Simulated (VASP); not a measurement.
Calculation: r2SCAN+rVV10, VASP's PBE PAW potentials (set 64) (plane waves; VASP).

VASP input:

**POSCAR**
```
GdN
1.0
  0.0000000000   2.4900000000   2.4900000000
  2.4900000000   0.0000000000   2.4900000000
  2.4900000000   2.4900000000   0.0000000000
Gd N
1 1
direct
  0.0000000000   0.0000000000   0.0000000000
  0.5000000000   0.5000000000   0.5000000000
```

INCAR:
```
ALGO = Normal
BPARAM = 11.95
CPARAM = 0.0093
EDIFF = 1E-6
EDIFFG = -0.01
ENCUT = 520
IBRION = 2
ISIF = 3
ISMEAR = 0
LASPH = .True.
LCHARG = .False.
LMAXMIX = 6
LMIXTAU = .True.
LREAL = .False.
LUSE_VDW = .True.
LWAVE = .False.
METAGGA = R2SCAN
NELM = 100
NSW = 60
PREC = Accurate
SIGMA = 0.05
SYSTEM = GdN
```

**KPOINTS**
```
Automatic mesh
0
Gamma
8 8 8
0 0 0
```

POTCAR, in this order: Gd_3 N (PBE.64 set). Program: vasp_std.

Output

### OSZICAR
```
       N       E                     dE             d eps       ncg     rms          rms(c)
DAV:   1     0.143336630952E+02    0.14334E+02   -0.72871E+03   638   0.123E+03
DAV:   2    -0.452376558638E+02   -0.59571E+02   -0.53547E+02   793   0.233E+02
DAV:   3    -0.484224326745E+02   -0.31848E+01   -0.30843E+01   843   0.445E+01
DAV:   4    -0.484659885075E+02   -0.43556E-01   -0.43443E-01   845   0.474E+00
DAV:   5    -0.484666312268E+02   -0.64272E-03   -0.64246E-03   846   0.461E-01    0.295E+01
DAV:   6    -0.429596960550E+02    0.55069E+01   -0.14272E+01   798   0.258E+01    0.237E+01
DAV:   7    -0.431877182413E+02   -0.22802E+00   -0.69091E-01   719   0.814E+00    0.150E+01
DAV:   8    -0.433545063318E+02   -0.16679E+00   -0.44431E-01   689   0.844E+00    0.221E+00
DAV:   9    -0.432504222386E+02    0.10408E+00   -0.25729E-01   650   0.700E+00    0.159E+00
DAV:  10    -0.432767822646E+02   -0.26360E-01   -0.45398E-02   817   0.164E+00    0.295E-01
DAV:  11    -0.432699453254E+02    0.68369E-02   -0.36180E-03   710   0.711E-01    0.139E-01
DAV:  12    -0.432769030354E+02   -0.69577E-02   -0.45911E-03   704   0.684E-01    0.114E-01
DAV:  13    -0.432772909122E+02   -0.38788E-03   -0.52113E-04   722   0.240E-01    0.350E-02
DAV:  14    -0.432772628310E+02    0.28081E-04   -0.36647E-05   765   0.652E-02    0.284E-02
DAV:  15    -0.432773565270E+02   -0.93696E-04   -0.33122E-05   683   0.744E-02    0.209E-02
DAV:  16    -0.432773155664E+02    0.40961E-04   -0.62560E-05   763   0.455E-02    0.575E-03
DAV:  17    -0.432773316493E+02   -0.16083E-04   -0.20275E-06   585   0.170E-02    0.599E-03
DAV:  18    -0.432773264096E+02    0.52397E-05   -0.29214E-06   626   0.100E-02    0.365E-03
DAV:  19    -0.432773327289E+02   -0.63193E-05   -0.32572E-07   361   0.612E-03    0.111E-03
DAV:  20    -0.432773316715E+02    0.10573E-05   -0.61765E-08   355   0.253E-03    0.286E-04
DAV:  21    -0.432773321278E+02   -0.45624E-06   -0.15027E-08   349   0.162E-03
   1 F= -.43277332E+02 E0= -.43277332E+02  d E =-.432773E+02
       N       E                     dE             d eps       ncg     rms          rms(c)
DAV:   1    -0.433376506969E+02   -0.60319E-01   -0.15737E+00   662   0.117E+01    0.320E+00
DAV:   2    -0.432857190086E+02    0.51932E-01   -0.22347E-01   740   0.342E+00    0.103E+00
DAV:   3    -0.432773867327E+02    0.83323E-02   -0.26230E-02   795   0.139E+00    0.991E-01
DAV:   4    -0.432735446959E+02    0.38420E-02   -0.12984E-02   760   0.120E+00    0.394E-01
DAV:   5    -0.432702986131E+02    0.32461E-02   -0.65821E-03   684   0.870E-01    0.109E-01
DAV:   6    -0.432737536983E+02   -0.34551E-02   -0.24886E-03   665   0.611E-01    0.139E-01
DAV:   7    -0.432736498057E+02    0.10389E-03   -0.28777E-04   742   0.142E-01    0.153E-02
DAV:   8    -0.432736724764E+02   -0.22671E-04   -0.23650E-05   690   0.638E-02    0.748E-03
DAV:   9    -0.432736252888E+02    0.47188E-04   -0.15557E-05   683   0.476E-02    0.149E-02
DAV:  10    -0.432736499458E+02   -0.24657E-04   -0.54877E-06   662   0.303E-02    0.171E-03
DAV:  11    -0.432736477828E+02    0.21630E-05   -0.10305E-07   367   0.405E-03    0.976E-04
DAV:  12    -0.432736468983E+02    0.88450E-06   -0.23231E-08   346   0.155E-03
   2 F= -.43273647E+02 E0= -.43273646E+02  d E =0.368523E-02
       N       E                     dE             d eps       ncg     rms          rms(c)
DAV:   1    -0.433020490620E+02   -0.28401E-01   -0.52403E-01   662   0.674E+00    0.186E+00
DAV:   2    -0.432848704263E+02    0.17179E-01   -0.71908E-02   740   0.195E+00    0.616E-01
DAV:   3    -0.432827412553E+02    0.21292E-02   -0.84131E-03   780   0.786E-01    0.577E-01
DAV:   4    -0.432812431789E+02    0.14981E-02   -0.40278E-03   765   0.659E-01    0.212E-01
DAV:   5    -0.432806751281E+02    0.56805E-03   -0.17243E-03   700   0.442E-01    0.597E-02
DAV:   6    -0.432813798730E+02   -0.70474E-03   -0.85528E-04   677   0.325E-01    0.696E-02
DAV:   7    -0.432814139961E+02   -0.34123E-04   -0.44454E-05   727   0.669E-02    0.748E-03
DAV:   8    -0.432814043777E+02    0.96184E-05   -0.48575E-06   704   0.297E-02    0.275E-03
DAV:   9    -0.432814339325E+02   -0.29555E-04   -0.44612E-06   677   0.255E-02    0.650E-03
DAV:  10    -0.432814235004E+02    0.10432E-04   -0.98219E-07   407   0.130E-02    0.220E-03
DAV:  11    -0.432814240082E+02   -0.50774E-06   -0.57536E-08   346   0.274E-03
   3 F= -.43281424E+02 E0= -.43281424E+02  d E =-.409188E-02
```

File OUTCAR:
```
------------------------ aborting loop because EDIFF is reached ----------------------------------------
  FORCE on cell =-STRESS in cart. coord.  units (eV):
  Direction    XX          YY          ZZ          XY          YZ          ZX
  --------------------------------------------------------------------------------------
  Total       -0.0075082     -0.0075082     -0.0075082      0.0000000      0.0000000     -0.0000000
  in kB       -0.3958239     -0.3958239     -0.3958239      0.0000000      0.0000000     -0.0000000
  external PRESSURE =      -0.3958239 kB  Pullay stress =       0.0000000 kB
  volume of cell :       30.39
      direct lattice vectors                 reciprocal lattice vectors
     0.000000000  2.476883363  2.476883363    -0.201866591  0.201866591  0.201866591
     2.476883363  0.000000000  2.476883363     0.201866591 -0.201866591  0.201866591
     2.476883363  2.476883363 -0.000000000     0.201866591  0.201866591 -0.201866591
 POSITION                                       TOTAL-FORCE (eV/Angst)
 -----------------------------------------------------------------------------------
      0.00000      0.00000      0.00000         0.000000     -0.000000      0.000000
      2.47688      2.47688      2.47688        -0.000000      0.000000     -0.000000
 -----------------------------------------------------------------------------------
    total drift:                                0.000000      0.000000      0.000000
  FREE ENERGIE OF THE ION-ELECTRON SYSTEM (eV)
  ---------------------------------------------------
  free  energy   TOTEN  =       -43.2814240082 eV

  energy  without entropy=      -43.2814238681  energy(sigma->0) =      -43.28142394

 reached required accuracy - stopping structural energy minimisation
```
(Selected blocks of OUTCAR.)

CONTCAR:
```
GdN
   1.00000000000000
     0.0000000000000000    2.4768833633149443    2.4768833633149443
     2.4768833633149443    0.0000000000000000    2.4768833633149443
     2.4768833633149443    2.4768833633149443   -0.0000000000000000
  Gd              N
     1     1
Direct
     0.0000000000000000    0.0000000000000000    0.0000000000000000
     0.5000000000000000    0.5000000000000000    0.5000000000000000
```

The 4f electrons are frozen in the core of the lanthanide potential, so 4f levels, which can set the real gap, and their magnetism are missing.

The compound is GdN in the rock salt structure. This run relaxes it. Symmetry was kept, so distortions that lower it aren't found.
